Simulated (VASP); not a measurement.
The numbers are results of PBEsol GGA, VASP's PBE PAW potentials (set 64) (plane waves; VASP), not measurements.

A VASP calculation is set up with these files.

### INCAR
```
SYSTEM=Hf
PREC=Accurate; ENCUT=480; LREAL=.FALSE.
LASPH=.TRUE.
EDIFF=1E-7; NELM=100; ALGO=Normal
LMAXMIX=6
ISMEAR=1; SIGMA=0.1
GGA=PS
IBRION=2; NSW=40; ISIF=3
EDIFFG=-0.01; PSTRESS=50
LWAVE=.FALSE.; LCHARG=.FALSE.
```

KPOINTS:
```
Automatic mesh
0
Gamma
12 12 8
0 0 0
```

File POSCAR:
```
Hf
1.0
  1.5785036758  -2.7340485295   0.0000000000
  1.5785036758   2.7340485295   0.0000000000
  0.0000000000   0.0000000000   4.9915691221
Hf
2
Cartesian
  1.5785036758   0.9113513325   1.2478922805
  1.5785036758  -0.9113513325   3.7436768416
```

POTCAR, in this order: Hf_pv (PBE.64 set). Program: vasp_std.

Output

File OSZICAR:
```
       N       E                     dE             d eps       ncg     rms          rms(c)
DAV:   1     0.447298946303E+02    0.44730E+02   -0.11438E+04  2660   0.129E+03
DAV:   2    -0.199285500426E+02   -0.64658E+02   -0.63510E+02  3326   0.261E+02
DAV:   3    -0.217398425221E+02   -0.18113E+01   -0.17790E+01  3572   0.299E+01
DAV:   4    -0.217564909159E+02   -0.16648E-01   -0.16596E-01  3062   0.350E+00
DAV:   5    -0.217567370963E+02   -0.24618E-03   -0.24615E-03  3596   0.344E-01    0.675E+01
DAV:   6    -0.212081861740E+02    0.54855E+00   -0.50124E-01  2816   0.536E+00    0.397E+01
DAV:   7    -0.210138284647E+02    0.19436E+00   -0.81481E-01  2792   0.656E+00    0.199E+00
DAV:   8    -0.210045627036E+02    0.92658E-02   -0.52939E-02  2906   0.178E+00    0.267E-01
DAV:   9    -0.210046575995E+02   -0.94896E-04   -0.11354E-03  3704   0.264E-01    0.212E-01
DAV:  10    -0.210046510167E+02    0.65828E-05   -0.45874E-05  2994   0.556E-02    0.261E-01
DAV:  11    -0.210046509137E+02    0.10300E-06   -0.58926E-06  3458   0.193E-02    0.214E-02
DAV:  12    -0.210046512254E+02   -0.31166E-06   -0.63241E-07  3108   0.634E-03    0.103E-02
DAV:  13    -0.210046511081E+02    0.11722E-06   -0.26225E-08  1972   0.139E-03    0.437E-03
DAV:  14    -0.210046510503E+02    0.57839E-07   -0.67290E-09  1810   0.762E-04
   1 F= -.19660097E+02 E0= -.19660091E+02  d E =-.196601E+02
       N       E                     dE             d eps       ncg     rms          rms(c)
DAV:   1    -0.216921086548E+02   -0.68746E+00   -0.21083E+01  2660   0.410E+01    0.107E+01
DAV:   2    -0.210639211735E+02    0.62819E+00   -0.12144E+00  2672   0.960E+00    0.313E+00
DAV:   3    -0.208610772050E+02    0.20284E+00   -0.41464E-01  2708   0.524E+00    0.181E+00
DAV:   4    -0.208459297565E+02    0.15147E-01   -0.32874E-02  3124   0.151E+00    0.158E+00
DAV:   5    -0.208433159172E+02    0.26138E-02   -0.57665E-03  3026   0.503E-01    0.224E-01
DAV:   6    -0.208433666430E+02   -0.50726E-04   -0.22557E-04  3562   0.110E-01    0.603E-02
DAV:   7    -0.208433561343E+02    0.10509E-04   -0.57982E-06  3170   0.188E-02    0.124E-02
DAV:   8    -0.208433561194E+02    0.14911E-07   -0.19165E-07  2710   0.353E-03
   2 F= -.19627417E+02 E0= -.19627926E+02  d E =0.326803E-01
       N       E                     dE             d eps       ncg     rms          rms(c)
DAV:   1    -0.212715007809E+02   -0.42814E+00   -0.73140E+00  2660   0.241E+01    0.691E+00
DAV:   2    -0.210562608836E+02    0.21524E+00   -0.46239E-01  2714   0.573E+00    0.185E+00
DAV:   3    -0.209883169040E+02    0.67944E-01   -0.12166E-01  2738   0.272E+00    0.887E-01
DAV:   4    -0.209801569633E+02    0.81599E-02   -0.18536E-02  2966   0.110E+00    0.733E-01
DAV:   5    -0.209795414390E+02    0.61552E-03   -0.16056E-03  3296   0.247E-01    0.143E-01
DAV:   6    -0.209795435445E+02   -0.21056E-05   -0.78145E-05  3144   0.654E-02    0.547E-02
DAV:   7    -0.209795415482E+02    0.19963E-05   -0.29094E-06  3424   0.131E-02    0.109E-02
DAV:   8    -0.209795415348E+02    0.13380E-07   -0.37889E-08  2244   0.132E-03
   3 F= -.19688798E+02 E0= -.19689220E+02  d E =-.287010E-01
       N       E                     dE             d eps       ncg     rms          rms(c)
DAV:   1    -0.209785436319E+02    0.99792E-03   -0.13977E-03  2684   0.332E-01    0.906E-02
DAV:   2    -0.209785018570E+02    0.41775E-04   -0.85152E-05  2762   0.785E-02    0.253E-02
DAV:   3    -0.209784889170E+02    0.12940E-04   -0.24347E-05  2780   0.389E-02    0.124E-02
DAV:   4    -0.209784876657E+02    0.12513E-05   -0.32014E-06  3052   0.145E-02    0.105E-02
DAV:   5    -0.209784879802E+02   -0.31446E-06   -0.32646E-07  2936   0.360E-03    0.190E-03
DAV:   6    -0.209784880322E+02   -0.52082E-07   -0.10447E-08  1462   0.802E-04
   4 F= -.19688806E+02 E0= -.19689236E+02  d E =-.287088E-01
       N       E                     dE             d eps       ncg     rms          rms(c)
DAV:   1    -0.209786739114E+02   -0.18593E-03   -0.89740E-03  2666   0.790E-01    0.812E-02
DAV:   2    -0.209785732990E+02    0.10061E-03   -0.14481E-04  3416   0.953E-02    0.388E-02
DAV:   3    -0.209785435888E+02    0.29710E-04   -0.33871E-05  3424   0.412E-02    0.340E-02
DAV:   4    -0.209785386177E+02    0.49711E-05   -0.11426E-05  3584   0.246E-02    0.144E-02
DAV:   5    -0.209785386561E+02   -0.38394E-07   -0.69214E-07  3022   0.623E-03
   5 F= -.19688847E+02 E0= -.19689262E+02  d E =-.413803E-04
```

### OUTCAR
```
------------------------ aborting loop because EDIFF is reached ----------------------------------------
  FORCE on cell =-STRESS in cart. coord.  units (eV):
  Direction    XX          YY          ZZ          XY          YZ          ZX
  --------------------------------------------------------------------------------------
  Total        1.2893428      1.2893428      1.3057533      0.0000000      0.0000000      0.0000000
  in kB       49.9864768     49.9864754     50.6226925      0.0000000      0.0000000      0.0000000
  external PRESSURE =       0.1985483 kB  Pullay stress =      50.0000000 kB
  volume of cell :       41.33
      direct lattice vectors                 reciprocal lattice vectors
     1.555542146 -2.694277992  0.000000000     0.321431342 -0.185578475  0.000000000
     1.555542146  2.694277992 -0.000000000     0.321431342  0.185578475  0.000000000
    -0.000000000 -0.000000000  4.930287925     0.000000000  0.000000000  0.202827911
 POSITION                                       TOTAL-FORCE (eV/Angst)
 -----------------------------------------------------------------------------------
      1.55554      0.89809      1.23257         0.000000     -0.000000      0.000000
      1.55554     -0.89809      3.69772        -0.000000      0.000000      0.000000
 -----------------------------------------------------------------------------------
    total drift:                                0.000000      0.000171     -0.000015
  FREE ENERGIE OF THE ION-ELECTRON SYSTEM (eV)
  ---------------------------------------------------
  free  energy   TOTEN  =       -20.9785386561 eV

  energy  without entropy=      -20.9797838305  energy(sigma->0) =      -20.97895371
  enthalpy is  TOTEN    =       -19.6888470120 eV   P V=        1.2896916440

 reached required accuracy - stopping structural energy minimisation
```
(Selected blocks of OUTCAR.)

**CONTCAR**
```
Hf
   1.00000000000000
     1.5555421458208885   -2.6942779915578452    0.0000000000000000
     1.5555421458208885    2.6942779915578452   -0.0000000000000000
    -0.0000000000000000   -0.0000000000000000    4.9302879253226468
  Hf
     2
Direct
     0.3333330000000032    0.6666669999999968    0.2500000000000000
     0.6666669999999968    0.3333330000000032    0.7500000000000000
```

Energy and stress use the plane-wave basis of the starting cell.

The compound is Hf in the hcp structure. This run relaxes it under an external pressure of 5 GPa. Symmetry was kept, so distortions that lower it aren't found.
